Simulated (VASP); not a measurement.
VASP ran on this input.

POSCAR:
```
C
1.0
  0.0000000000   1.8191700000   1.8191700000
  1.8191700000   0.0000000000   1.8191700000
  1.8191700000   1.8191700000   0.0000000000
C
2
direct
  0.0000000000   0.0000000000   0.0000000000
  0.2500000000   0.2500000000   0.2500000000
```

**INCAR**
```
SYSTEM  =  C
PREC  =  Accurate; ENCUT  =  250; LREAL  =  .FALSE.
LASPH  =  .TRUE.
EDIFF  =  1E-6; NELM  =  100; ALGO  =  Normal
ISMEAR  =  0; SIGMA  =  0.05
GGA  =  PE
ISIF  =  2
LWAVE  =  .FALSE.; LCHARG  =  .FALSE.
```

### KPOINTS
```
kpoints
0
Gamma
 11 11 11
0 0 0
```

POTCAR, in this order: C (PBE.64 set). Program: vasp_std.

Problem. Write an equivalent input for Ansatz.

Solution. One equivalent input (not run):
Ansatz 0.2 input:
```yaml
crystal:
  lattice:
    - [0.0000000, 1.8191700, 1.8191700]
    - [1.8191700, 0.0000000, 1.8191700]
    - [1.8191700, 1.8191700, 0.0000000]
  atoms:
    - { symbol: C, position: [0.0000000, 0.0000000, 0.0000000] }
    - { symbol: C, position: [0.2500000, 0.2500000, 0.2500000] }
kpoints:
  mp_grid: { grid: [11, 11, 11] }
hamiltonian:
  xc: pbe
  pseudopotentials: { kind: paw }
scf:
  occupations: { method: gaussian, width: 0.05 }
  max_iter: 100
output: { forces: true, stress: true, eigenvalues: true }
```
The two are equivalent in intent, not identical: each code has its own PAW files, so the cut-off isn't converted (ENCUT is set for VASP's; basis.ecutwfc is left out, and Ansatz then takes the one that its files recommend); Ansatz stops its SCF on the density residual and VASP on the energy change (EDIFF).

The compound is C in the diamond structure. The cell was not relaxed at this level. The run is one of a series of settings (ENCUT = 250 against the base run), some of them coarse on purpose.
